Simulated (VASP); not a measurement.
Calculation: PBE GGA, VASP's PBE PAW potentials (set 64) (plane waves; VASP).

VASP ran on this input.

### POSCAR
```
Li2Se
1
    0.0000000000     3.0600000000     3.0600000000
    3.0600000000     0.0000000000     3.0600000000
    3.0600000000     3.0600000000     0.0000000000
Li Se
2 1
Direct
  0.2500000000   0.2500000000   0.2500000000
  0.7500000000   0.7500000000   0.7500000000
  0.0000000000   0.0000000000   0.0000000000
```

INCAR:
```
# general
SYSTEM  = Li2Se
PREC    = Accurate
ENCUT   = 520
LREAL   = F
LASPH   = T

# electronic loop
EDIFF   = 1E-6
NELM    = 100
ALGO    = Normal
LMAXMIX = 4

# smearing
ISMEAR  = 0
SIGMA   = 0.1

# functional
GGA     = PE

# ions
ISIF    = 2

# output
LWAVE   = F
LCHARG  = F
```

### KPOINTS
```
kpoints
0
gamma
  6 6 6
```

POTCAR, in this order: Li_sv Se (PBE.64 set). Program: vasp_std.

Q: What will the output report for the number of irreducible k-points (NKPTS), number of bands (NBANDS), largest plane-wave count, number of space-group operations, FFT grid (NGX, NGY, NGZ)?

A: 
The number of irreducible k-points (NKPTS) is 16 and the number of bands (NBANDS) comes out as 10. The largest plane-wave count comes out as 1572. The number of space-group operations is 48. The FFT grid (NGX, NGY, NGZ) comes out as 32 × 32 × 32.

The compound is Li2Se in the antifluorite structure. The cell was not relaxed at this level. The run is one of a series of settings (SIGMA = 0.1 against the base run), some of them coarse on purpose.
